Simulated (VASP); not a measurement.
Runs of VASP 6.6.1 on SrB3Pt. Symmetry: Pm-3m, No. 221, cubic system. The conventional cell has a = 4.541 Å, b = 4.541 Å, c = 4.541 Å, α = 90.00°, β = 90.00°, γ = 90.00°. Sr (site symmetry m-3m) has 6 B at 2.27 Å as nearest neighbours. Around B (site symmetry 4/mmm) lie 2 Sr at 2.27 Å. Pt (site symmetry m-3m) is surrounded by 12 B at 3.21 Å. The cell was built by a generator and needn't be a form met in nature.

| level | U | gap on the mesh (eV) | pressure (GPa) | relaxed volume (Å³/atom) |
| --- | --- | --- | --- | --- |
| PBE | - | none | 0.1 | (b) |
| PBE+U | Pt d U = 4 eV | none | 0.0 | 20.97 |
| PBE+U | Pt d U = 6 eV | none | 0.0 | 21.85 |
| PBE+U | Pt d U = 5 eV | none | 0.0 | (a) |
| PBE+U | Pt d U = 2 eV | none | 0.0 | 20.18 |

Alike in all rows: task relaxation of cell and atoms; potentials or basis VASP PAW PBE potentials, release 64 (Sr_sv, B, Pt); no spin polarisation; cell relaxed; k mesh 5 × 5 × 5; cutoff (eV) 600; smearing fermi-dirac 0.05 eV.

**Question.** Estimate the missing entries.

**Answer.** (a) 21.33; (b) 19.28.

Caveats: U without spin polarisation on a metal has little footing (some runs); the U is typed as a test and isn't derived for this compound (some runs); the volume moved by over 15 % at a fixed basis, so the end points are rough (some runs).

A k mesh can miss the band edges, and the runs leave out spin-orbit coupling on Pt, Sr.

A gap of «none» marks a metal or a gap under the smearing width.
